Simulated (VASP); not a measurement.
Input:

```xyz
5
Lattice="3.9795 0.0000 0.0000 0.0000 3.9795 0.0000 0.0000 0.0000 3.9795" Properties=species:S:1:pos:R:3 pbc="T T T"
K      0.0000     0.0000     0.0000
Zn     1.9897     1.9897     1.9897
F      1.9897     0.0000     1.9897
F      0.0000     1.9897     1.9897
F      1.9897     1.9897     0.0000
```

Calculation: LDA (Ceperley-Alder, Perdew-Zunger), VASP's LDA PAW potentials (set 64) (plane waves; VASP). Settings: 520 eV cut-off, Gaussian smearing of 0.050 eV, potentials K_sv Zn F.

### Question
Give the energies of bands 11 to 24 at the high-symmetry points, in eV from the valence-band maximum.

### Answer

```json
[
 {"band": "11", "Γ": "-3.60", "X": "-4.13", "M": "-4.23", "R": "-4.67"},
 {"band": "12", "Γ": "-3.60", "X": "-4.13", "M": "-4.23", "R": "-4.67"},
 {"band": "13", "Γ": "-3.60", "X": "-3.59", "M": "-4.13", "R": "-4.67"},
 {"band": "14", "Γ": "-3.18", "X": "-3.27", "M": "-2.66", "R": "-2.03"},
 {"band": "15", "Γ": "-3.18", "X": "-3.18", "M": "-2.66", "R": "-2.03"},
 {"band": "16", "Γ": "-2.37", "X": "-2.63", "M": "-2.59", "R": "-2.03"},
 {"band": "17", "Γ": "-2.37", "X": "-2.33", "M": "-2.23", "R": "-1.73"},
 {"band": "18", "Γ": "-2.37", "X": "-2.33", "M": "-1.99", "R": "-1.73"},
 {"band": "19", "Γ": "-2.11", "X": "-1.89", "M": "-1.99", "R": "-1.73"},
 {"band": "20", "Γ": "-2.11", "X": "-1.89", "M": "-1.75", "R": "0.00"},
 {"band": "21", "Γ": "-2.11", "X": "-1.66", "M": "0.00", "R": "0.00"},
 {"band": "22", "Γ": "3.73", "X": "6.67", "M": "8.09", "R": "8.13"},
 {"band": "23", "Γ": "8.23", "X": "8.08", "M": "9.88", "R": "8.13"},
 {"band": "24", "Γ": "8.23", "X": "9.29", "M": "10.07", "R": "8.13"}
]
```

The gap is indirect, 3.74 eV, from the valence maximum at R to the conduction minimum at Γ.

The compound is KZnF3 in the cubic perovskite structure. It was relaxed first, which changed the volume by -5 %.
